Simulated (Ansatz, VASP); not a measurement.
# Cross-check of WC (Qusongite) between VASP and Ansatz

Aim: how closely do two programs agree when they are given the same cell, functional and k mesh? The cell is taken from a series of runs on this material, whose earlier steps may have relaxed, scaled, displaced or heated it; both programs get it as it stands.

Main program and level: Ansatz 0.2.0; plane waves, with VASP 6.6.1 beside it; zone-centre phonons at LDA.

**1. The starting structure**

The structure is hexagonal, space group P-6m2 (No. 187). Conventional cell: a = 2.842 Å, b = 2.842 Å, c = 2.781 Å, α = 90.00°, β = 90.00°, γ = 120.00°. Nearest to C lie 6 W at 2.15 Å. W has 6 C at 2.15 Å nearest. Farther neighbours are not listed.

As a file:

```
C W
1.0
     2.84161    0.00000    0.00000
    -1.42080    2.46090    0.00000
     0.00000    0.00000    2.78136
C W
1 1
Direct
  0.66667 0.33333 0.50000
  0.00000 0.00000 0.00000
```

**2. VASP: zone-centre phonons, LDA**

Second derivatives magnify differences that forces hide, and they need a tight electronic threshold.

Lines of VASP's logs that name or quote its potential files are left out, and so is its time.

INCAR

```
SYSTEM = WC
PREC = Accurate
ENCUT = 600
EDIFF = 1E-08
NELM = 120
ISMEAR = 1
SIGMA = 0.2
LREAL = .FALSE.
ALGO = Normal
GGA = CA
NBANDS = 11
LASPH = .TRUE.
LORBIT = 11
LWAVE = .FALSE.
LCHARG = .FALSE.
ISIF = 2
IBRION = 8
GGA_COMPAT = .FALSE.
KPAR = 2
```

POSCAR

```
WC
1.0
    2.8416053523      0.0000000000      0.0000000000
   -1.4208026762      2.4609024226      0.0000000000
    0.0000000000      0.0000000000      2.7813579076
C W
1 1
Direct
    0.6666666667      0.3333333333      0.5000000000
    0.0000000000      0.0000000000      0.0000000000
```

KPOINTS

```
Automatic mesh
0
Gamma
18 18 16
0 0 0
```

PAW data sets: C and W (LDA family, release 64).

Command:

```
mpirun -np 2 vasp_std
```

Numbers of over 12 decimals in the logs are rounded to 6 here.

The log of the run:

```text
[banner, memory and clock lines left out]
running    2 mpi-ranks, on    1 nodes
 distrk:  each k-point on    1 cores,    2 groups
 distr:  one band on    1 cores,    1 groups

 POSCAR found type information on POSCAR C W
 POSCAR found :  2 types and       2 ions
 LDA part: xc-table for (Slater(with rela. corr.)+CA(PZ))
 , standard interpolation
 POSCAR, INCAR and KPOINTS ok, starting setup
 FFT: planning ... GRIDC
 FFT: planning ... GRID_SOFT
 FFT: planning ... GRID
 WAVECAR not read
 entering main loop
       N       E                     dE             d eps       ncg     rms          rms(c)
DAV:   1     0.250382881206E+02    0.25038E+02   -0.55910E+03  7326   0.935E+02
DAV:   2    -0.260342686906E+02   -0.51073E+02   -0.48788E+02  8691   0.205E+02
DAV:   3    -0.279191312126E+02   -0.18849E+01   -0.18697E+01  9042   0.339E+01
DAV:   4    -0.279288012931E+02   -0.96701E-02   -0.96683E-02  7953   0.285E+00
DAV:   5    -0.279288314467E+02   -0.30154E-04   -0.30154E-04  8812   0.163E-01    0.378E+01
DAV:   6    -0.248937713236E+02    0.30351E+01   -0.13304E+01  8355   0.223E+01    0.124E+01
DAV:   7    -0.248104222843E+02    0.83349E-01   -0.63226E-01  7521   0.660E+00    0.893E+00
DAV:   8    -0.247653557585E+02    0.45067E-01   -0.86637E-02  8038   0.219E+00    0.246E+00
DAV:   9    -0.247589842545E+02    0.63715E-02   -0.15229E-02  7962   0.784E-01    0.114E-01
DAV:  10    -0.247589372790E+02    0.46975E-04   -0.68229E-04  8313   0.229E-01    0.163E-01
DAV:  11    -0.247589264620E+02    0.10817E-04   -0.57233E-05  8511   0.541E-02    0.695E-03
DAV:  12    -0.247589256123E+02    0.84972E-06   -0.28012E-06  8103   0.119E-02    0.776E-03
DAV:  13    -0.247589256029E+02    0.94399E-08   -0.18753E-07  8252   0.411E-03    0.547E-04
DAV:  14    -0.247589256051E+02   -0.22394E-08   -0.33041E-09  4421   0.453E-04
   1 F= -.24758926E+02 E0= -.24758880E+02  d E =-.137371E-03
 Linear response reoptimize wavefunctions to high precision
DAV:   1    -0.247589256055E+02   -0.37517E-09   -0.13377E-09  6088   0.341E-04
DAV:   2    -0.247589256055E+02   -0.72760E-11   -0.62955E-11  3819   0.819E-05
 Linear response DOF=           4
 Linear response progress:
  Degree of freedom:   1/  4
       N       E                     dE             d eps       ncg     rms          rms(c)
RMM:   1    -0.120935018700E+00   -0.12094E+00    0.25270E-02 74332   0.209E+00
RMM:   2    -0.116802739800E+00    0.41323E-02   -0.23309E-03 50562   0.444E-01    0.232E-01
RMM:   3    -0.117019866550E+00   -0.21713E-03   -0.55211E-04 47829   0.159E-01    0.121E-01
RMM:   4    -0.117871982660E+00   -0.85212E-03   -0.39090E-04 48210   0.128E-01    0.270E-02
RMM:   5    -0.117847120296E+00    0.24862E-04   -0.52001E-06 52591   0.197E-02    0.116E-03
RMM:   6    -0.117860669687E+00   -0.13549E-04   -0.23992E-07 53050   0.243E-03    0.537E-04
RMM:   7    -0.117857319265E+00    0.33504E-05    0.91229E-09 53090   0.385E-04    0.764E-05
RMM:   8    -0.117857519321E+00   -0.20006E-06    0.22353E-08 55304   0.818E-05    0.376E-05
RMM:   9    -0.117857397960E+00    0.12136E-06    0.63647E-09 55293   0.243E-05    0.386E-06
RMM:  10    -0.117857384956E+00    0.13004E-07   -0.75359E-09 51668   0.998E-06    0.166E-06
RMM:  11    -0.117857379543E+00    0.54132E-08   -0.43849E-09 43589   0.866E-06    0.357E-07
 first order change of Fermi-energy   0.75131E-05
 force on displaced ion       1 direction 1 : -19.051   0.002   0.000
 Linear response progress:
  Degree of freedom:   2/  4
       N       E                     dE             d eps       ncg     rms          rms(c)
RMM:   1    -0.125490193443E+00   -0.12549E+00    0.36741E-02 26253   0.219E+00
RMM:   2    -0.121939314702E+00    0.35509E-02   -0.25129E-03 17904   0.472E-01    0.208E-01
RMM:   3    -0.121938359268E+00    0.95543E-06   -0.95228E-04 16884   0.203E-01    0.995E-02
RMM:   4    -0.122892736232E+00   -0.95438E-03   -0.62824E-04 17242   0.153E-01    0.222E-02
RMM:   5    -0.122902968952E+00   -0.10233E-04   -0.13122E-05 18393   0.256E-02    0.305E-03
RMM:   6    -0.122930959116E+00   -0.27990E-04   -0.57074E-07 18304   0.535E-03    0.524E-04
RMM:   7    -0.122930633270E+00    0.32585E-06   -0.38022E-08 18921   0.682E-04    0.145E-04
RMM:   8    -0.122930005831E+00    0.62744E-06   -0.20810E-08 19015   0.784E-05    0.296E-05
RMM:   9    -0.122929922148E+00    0.83683E-07   -0.10930E-09 19420   0.223E-05    0.949E-06
RMM:  10    -0.122929888433E+00    0.33714E-07   -0.19739E-09 19493   0.144E-05    0.674E-07
RMM:  11    -0.122929886826E+00    0.16074E-08   -0.37506E-09 15657   0.663E-06    0.404E-07
 first order change of Fermi-energy   0.22222E-03
 force on displaced ion       1 direction 3 :   0.000  -0.000 -18.395
 Linear response progress:
  Degree of freedom:   3/  4
       N       E                     dE             d eps       ncg     rms          rms(c)
RMM:   1    -0.111224752504E+00   -0.11122E+00   -0.83357E-02 64922   0.191E+00
RMM:   2    -0.108298096453E+00    0.29267E-02   -0.18023E-03 49644   0.335E-01    0.217E-01
RMM:   3    -0.107416634563E+00    0.88146E-03   -0.31597E-04 52039   0.111E-01    0.127E-01
RMM:   4    -0.107049520653E+00    0.36711E-03   -0.48503E-04 52215   0.136E-01    0.193E-02
RMM:   5    -0.107075089070E+00   -0.25568E-04    0.31648E-07 54224   0.147E-02    0.364E-03
RMM:   6    -0.107079946907E+00   -0.48578E-05   -0.69417E-08 54050   0.154E-03    0.116E-03
RMM:   7    -0.107080854571E+00   -0.90766E-06   -0.53477E-08 54597   0.688E-04    0.136E-04
RMM:   8    -0.107080182934E+00    0.67164E-06   -0.59406E-08 56370   0.140E-04    0.197E-05
RMM:   9    -0.107080190318E+00   -0.73836E-08   -0.33519E-09 56171   0.326E-05    0.483E-06
 first order change of Fermi-energy  -0.62408E-04
 force on displaced ion       2 direction 1 : -19.054   0.002   0.000
 Linear response progress:
  Degree of freedom:   4/  4
       N       E                     dE             d eps       ncg     rms          rms(c)
RMM:   1    -0.116845638537E+00   -0.11685E+00   -0.90244E-02 23712   0.196E+00
RMM:   2    -0.113159000910E+00    0.36866E-02   -0.22086E-03 17543   0.387E-01    0.177E-01
RMM:   3    -0.112563316050E+00    0.59568E-03   -0.22296E-04 18341   0.102E-01    0.981E-02
RMM:   4    -0.112519093777E+00    0.44222E-04   -0.34995E-04 18234   0.124E-01    0.137E-02
RMM:   5    -0.112538430998E+00   -0.19337E-04   -0.23484E-06 19169   0.132E-02    0.428E-03
RMM:   6    -0.112550914995E+00   -0.12484E-04    0.14615E-07 19049   0.157E-03    0.128E-03
RMM:   7    -0.112553685001E+00   -0.27700E-05    0.23784E-08 19076   0.687E-04    0.182E-04
RMM:   8    -0.112553563445E+00    0.12156E-06   -0.71441E-09 19693   0.891E-05    0.778E-05
RMM:   9    -0.112553202336E+00    0.36111E-06   -0.30593E-09 19776   0.444E-05    0.346E-06
RMM:  10    -0.112553195407E+00    0.69296E-08   -0.19972E-09 19907   0.121E-05    0.171E-06
 first order change of Fermi-energy  -0.49929E-03
 force on displaced ion       2 direction 3 :  -0.000  -0.000 -18.394
 Linear response finished
```

From OUTCAR (step 2):

```text
ion  position               nearest neighbor table
   1  0.667  0.333  0.500-   2 2.15   2 2.15   2 2.15   2 2.15   2 2.15   2 2.15
   2  0.000  0.000  0.000-   1 2.15   1 2.15   1 2.15   1 2.15   1 2.15   1 2.15

  LATTYP: Found a hexagonal cell.
 ALAT       =     2.8416053523
 C/A-ratio  =     0.9787980957

 Subroutine GETGRP returns: Found 12 space group operations
 (whereof 12 operations were pure point group operations)

The static configuration has the point symmetry D_3h.

 Found    333 irreducible k-points:

   k-points           NKPTS =    333   k-points in BZ     NKDIM =    333   number of bands    NBANDS=     11

   dimension x,y,z NGX =    24 NGY =   24 NGZ =   24
   dimension x,y,z NGXF=    48 NGYF=   48 NGZF=   48

   ENCUT  =  600.0 eV  44.10 Ry    6.64 a.u.   5.68  5.68  5.56*2*pi/ulx,y,z

   NELECT =      10.0000    total number of electrons

 k-points in reciprocal lattice and weights: Automatic mesh
   0.00000000  0.00000000  0.00000000       0.000
   0.05555556 -0.00000000  0.00000000       0.001
   0.11111111 -0.00000000  0.00000000       0.001
   0.16666667 -0.00000000  0.00000000       0.001
   0.22222222 -0.00000000  0.00000000       0.001
   0.27777778  0.00000000  0.00000000       0.001
   0.33333333 -0.00000000  0.00000000       0.001
   0.38888889 -0.00000000  0.00000000       0.001
   0.44444444 -0.00000000  0.00000000       0.001
[...]
0.33333333  0.27777778  0.50000000       0.002
   0.33333333  0.33333333  0.50000000       0.000

 average (electrostatic) potential at core
       1 -49.3832       2 -36.5581

  Total        2.4071604      2.4071604      2.4920944     -0.0000000      0.0000000      0.0000000
  in kB      198.2898906    198.2898906    205.2863310     -0.0000000      0.0000000      0.0000000
  external PRESSURE =     200.6220374 kB  Pullay stress =       0.0000000 kB

  energy-cutoff  :      600.00
  volume of cell :       19.45
      direct lattice vectors                 reciprocal lattice vectors
     2.841605352  0.000000000  0.000000000     0.351913752  0.203177499  0.000000000
    -1.420802676  2.460902423  0.000000000     0.000000000  0.406354998  0.000000000
     0.000000000  0.000000000  2.781357908     0.000000000  0.000000000  0.359536612

 POSITION                                       TOTAL-FORCE (eV/Angst)
 -----------------------------------------------------------------------------------
      1.42080      0.82030      1.39068        -0.000000      0.000000      0.000000
      0.00000      0.00000      0.00000         0.000000      0.000000      0.000000
 -----------------------------------------------------------------------------------
    total drift:                               -0.000000      0.000000      0.000000

 Eigenvectors and eigenvalues of the dynamical matrix
 ----------------------------------------------------

   1 f  =   20.321940 THz   127.686512 2PiTHz  677.866938 cm-1    84.044751 meV
             X         Y         Z           dx          dy          dz
      1.420803  0.820301  1.390679     0.809736   -0.531971   -0.000000
      0.000000  0.000000  0.000000    -0.206984    0.135982   -0.000000

   2 f  =   20.321940 THz   127.686512 2PiTHz  677.866938 cm-1    84.044751 meV
             X         Y         Z           dx          dy          dz
      1.420803  0.820301  1.390679     0.531971    0.809736   -0.000000
      0.000000  0.000000  0.000000    -0.135982   -0.206984   -0.000000

   3 f  =   19.968826 THz   125.467832 2PiTHz  666.088328 cm-1    82.584390 meV
             X         Y         Z           dx          dy          dz
      1.420803  0.820301  1.390679     0.000000   -0.000000    0.968854
      0.000000  0.000000  0.000000    -0.000000   -0.000000   -0.247634

   4 f/i=    0.000069 THz     0.000432 2PiTHz    0.002293 cm-1     0.000284 meV
             X         Y         Z           dx          dy          dz
      1.420803  0.820301  1.390679    -0.000000   -0.000000    0.247634
      0.000000  0.000000  0.000000    -0.000000   -0.000000    0.968854

   5 f/i=    0.000394 THz     0.002477 2PiTHz    0.013148 cm-1     0.001630 meV
             X         Y         Z           dx          dy          dz
      1.420803  0.820301  1.390679     0.224321    0.104945    0.000000
      0.000000  0.000000  0.000000     0.877560    0.410554    0.000000

   6 f/i=    0.000394 THz     0.002477 2PiTHz    0.013148 cm-1     0.001630 meV
             X         Y         Z           dx          dy          dz
      1.420803  0.820301  1.390679    -0.104945    0.224321    0.000000
      0.000000  0.000000  0.000000    -0.410554    0.877560    0.000000

 ELASTIC MODULI CONTR FROM IONIC RELAXATION (kBar)
 Direction    XX          YY          ZZ          XY          YZ          ZX
 --------------------------------------------------------------------------------
 XX        -266.5613    266.5613     -0.0000      0.0000     -0.0000     -0.0000
 YY         266.5613   -266.5613      0.0000      0.0000      0.0000      0.0000
 ZZ          -0.0000      0.0000     -0.0000      0.0000      0.0000     -0.0000
 XY           0.0000      0.0000      0.0000   -266.5613      0.0000      0.0000
 YZ          -0.0000      0.0000      0.0000      0.0000     -0.0000      0.0000
 ZX          -0.0000      0.0000     -0.0000      0.0000      0.0000     -0.0000
 --------------------------------------------------------------------------------
```

(Continued in part 2 of 2.)

[Lines on the potential files, build, host, timing and source positions are cut from VASP's logs without a mark.]

[Logs are printed without paths, hosts, clocks, repeated set-up lines and the standing remarks that a program may print on its own settings, such as how far it seeks lower states.]

[Hosts, paths, dates, database ids (printed as entryN), source tags and the programs' standing remarks are cut or masked in the printed files.]
